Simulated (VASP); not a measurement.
A VASP calculation is set up with these files.

INCAR:
```
! general
SYSTEM   =  WC
PREC     =  Accurate
ENCUT    =  520
LREAL    =  F   ! projection in real space or not
LASPH    =  T   ! aspherical one-centre terms

! electronic loop
EDIFF    =  1E-7   ! SCF stop (eV)
NELM     =  100   ! most electronic steps
ALGO     =  Normal   ! blocked Davidson
LMAXMIX  =  6

! smearing
ISMEAR   =  1   ! Methfessel-Paxton
SIGMA    =  0.1   ! width (eV)

! functional
GGA      =  PE   ! PBE
IVDW     =  11

! ions
IBRION   =  2   ! conjugate gradients
NSW      =  30   ! most ionic steps
ISIF     =  4
EDIFFG   =  -0.01   ! ionic stop

! output
LWAVE    =  F
LCHARG   =  F
```

**KPOINTS**
```
K-points
0
gamma
 14 14 13
```

**POSCAR**
```
WC
1.0
  1.4695259631  -2.5452937068   0.0000000000
  1.4695259631   2.5452937068   0.0000000000
  0.0000000000   0.0000000000   2.8695089597
W C
1 1
direct
  0.0000000000   0.0000000000   1.0000000000
  0.3333330000   0.6666670000   0.5000000000
```

POTCAR, in this order: W_sv C (PBE.64 set). Program: vasp_std.

Problem. Translate this PBE-D3 (zero damping) calculation to Quantum ESPRESSO's pw.x.

Solution. One equivalent input (not run):
```
&CONTROL
  calculation = 'vc-relax'
  pseudo_dir = './pseudo'
  outdir = './out'
  tprnfor = .true.
  tstress = .true.
  nstep = 30
  forc_conv_thr = 0.00039
/
&SYSTEM
  ibrav = 0
  nat = 2
  ntyp = 2
  ecutwfc = 82
  occupations = 'smearing'
  smearing = 'methfessel-paxton'
  degauss = 0.00735
  input_dft = 'pbe'
  vdw_corr = 'grimme-d3'
  dftd3_version = 3
  dftd3_threebody = .false.
/
&ELECTRONS
  conv_thr = 7.3e-09
  electron_maxstep = 100
/
&IONS
/
&CELL
  cell_dofree = 'shape'
/
ATOMIC_SPECIES
  W 183.840 W.upf
  C 12.011 C.upf
CELL_PARAMETERS angstrom
     1.4695260   -2.5452937    0.0000000
     1.4695260    2.5452937    0.0000000
     0.0000000    0.0000000    2.8695090
ATOMIC_POSITIONS crystal
  W    0.0000000  0.0000000  1.0000000
  C    0.3333330  0.6666670  0.5000000
K_POINTS automatic
  14 14 13 0 0 0
```
The two are equivalent in intent, not identical: the potentials are each code's own (VASP's PAW set, PseudoDojo norm-conserving files in pw.x), so ENCUT and ecutwfc are chosen apart and not converted; conv_thr bounds pw.x's estimated SCF error, while EDIFF bounds the energy change between steps; forc_conv_thr acts on force components and is met together with etot_conv_thr.

The compound is WC in the wc structure. This cell is one point of a volume scan, at 1.03 of the reference volume. Symmetry was kept, so distortions that lower it aren't found.
